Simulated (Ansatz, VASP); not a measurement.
## Two plane-wave programs on ScSiC3

The input INCAR:

```
SYSTEM = ScSiC3
ALGO = Normal
EDIFF = 1E-7
ENCUT = 520
GGA = PE
ISIF = 2
ISMEAR = 0
LASPH = .TRUE.
LCHARG = .FALSE.
LREAL = .FALSE.
LWAVE = .FALSE.
NBANDS = 22
NELM = 80
PREC = Accurate
SIGMA = 0.1
```

The input KPOINTS:

```
k-points
0
G
  6 6 4
  0 0 0
```

POSCAR

```
ScSiC3
1.0
    4.4293369000      0.0000000000      0.0000000000
   -2.2146684500      3.8359182800      0.0000000000
    0.0000000000      0.0000000000      4.1555541600
Sc Si C
1 1 3
Direct
    0.0000000000      0.0000000000      0.5000000000
    0.0000000000      0.0000000000      0.0000000000
    0.5000000000      0.0000000000      0.0000000000
    0.0000000000      0.5000000000      0.0000000000
    0.5000000000      0.5000000000      0.0000000000
```

Input for Ansatz:

```yaml
crystal:
  lattice:
    - [4.4293369, 0.0, 0.0]
    - [-2.21466845, 3.83591828, 0.0]
    - [0.0, 0.0, 4.15555416]
  atoms:
    - { symbol: Sc, position: [0.0, 0.0, 0.5] }
    - { symbol: Si, position: [0.0, 0.0, 0.0] }
    - { symbol: C, position: [0.5, 0.0, 0.0] }
    - { symbol: C, position: [0.0, 0.5, 0.0] }
    - { symbol: C, position: [0.5, 0.5, 0.0] }
basis:
  ecutwfc: 420
kpoints:
  mp_grid: { grid: [6, 6, 4] }
hamiltonian:
  xc: pbe
scf:
  occupations: { method: gaussian, width: 0.1 }
  lower_state_search: "off"
output:
  forces: true
  stress: true
  eigenvalues: true
```

Alike in both runs: task single point; functional PBE; k mesh 6 × 6 × 4; occupations gaussian, width 0.1 eV; no spin polarisation.

|  | VASP | Ansatz |
| --- | --- | --- |
| version | VASP 6.6.1 | Ansatz 0.2.0 |
| potentials or method | VASP PAW PBE potentials, release 64 (Sc_sv, Si, C) | scalar-relativistic, plane waves, PAW |
| plane-wave cutoff (eV) | 520 | 420 |
| valence electrons in the cell | 27 | 27 |

```csv
,VASP,Ansatz,Ansatz less VASP
gap on the k mesh at the Fermi level (eV),none,none,-
pressure (GPa),0.4,0.3,-0.12
largest component of the traceless stress (GPa),55.40,55.29,-0.113
```

A gap of «none» marks a metal or a gap that the smearing closes.

Caveats: the k mesh is coarse (spacing up to 0.38 Å⁻¹), so the values aren't converged.
